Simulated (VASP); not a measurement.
Crystal: NbZn4.

```xyz
5
Lattice="4.4614 0.0000 0.0000 0.0000 4.4614 0.0000 0.0000 0.0000 4.4614" Properties=species:S:1:pos:R:3 pbc="T T T"
Nb    0.0000    0.0000    0.0000
Zn    2.2307    2.2307    2.2307
Zn    0.0000    2.2307    2.2307
Zn    2.2307    0.0000    2.2307
Zn    2.2307    2.2307    0.0000
```

The cell was built by a generator and needn't be a form met in nature.

- Program: VASP 6.6.1
- Task: relaxation of cell and atoms
- Functional: LDA
- Potentials or basis: VASP PAW LDA potentials, release 64 (Nb_sv, Zn)
- Cutoff: 600 eV
- k mesh: 5 × 5 × 5
- Occupations: fermi-dirac, width 0.05 eV
- Spin: no spin polarisation

At the start: pressure -7.5 GPa; volume 17.76 Å³/atom.

How do energy, volume and symmetry change on relaxing?

Over 11 steps the energy falls by 37.9 meV/atom and the volume is 16.30 Å³/atom (-8.2 %); space group Pm-3m (No. 221, to 0.05 Å).

The path:
| step | energy change (eV) | largest force (eV/Å) | pressure (GPa) | volume (Å³) |
| --- | --- | --- | --- | --- |
| 1 | 0.0000 | 0.0000 | -7.54 | 88.80 |
| 2 | -0.1516 | 0.0000 | 4.30 | 78.48 |
| 3 | -0.1896 | 0.0000 | 0.13 | 81.41 |
| 4 | -0.1895 | 0.0000 | -0.23 | 81.55 |
| 5 | -0.1895 | 0.0000 | -0.15 | 81.54 |
| 6 | -0.1895 | 0.0000 | -0.12 | 81.53 |
| 7 | -0.1895 | 0.0000 | -0.16 | 81.53 |
| 8 | -0.1895 | 0.0000 | -0.15 | 81.53 |
| 9 | -0.1895 | 0.0000 | -0.16 | 81.53 |
| 10 | -0.1896 | 0.0000 | -0.14 | 81.52 |
| 11 | -0.1896 | 0.0000 | -0.09 | 81.51 |

Final structure:
```
Nb Zn
1.0
     4.33574    0.00000    0.00000
     0.00000    4.33574    0.00000
     0.00000    0.00000    4.33574
Nb Zn
1 4
Direct
  0.00000 0.00000 0.00000
  0.50000 0.50000 0.50000
  0.00000 0.50000 0.50000
  0.50000 0.00000 0.50000
  0.50000 0.50000 0.00000
```
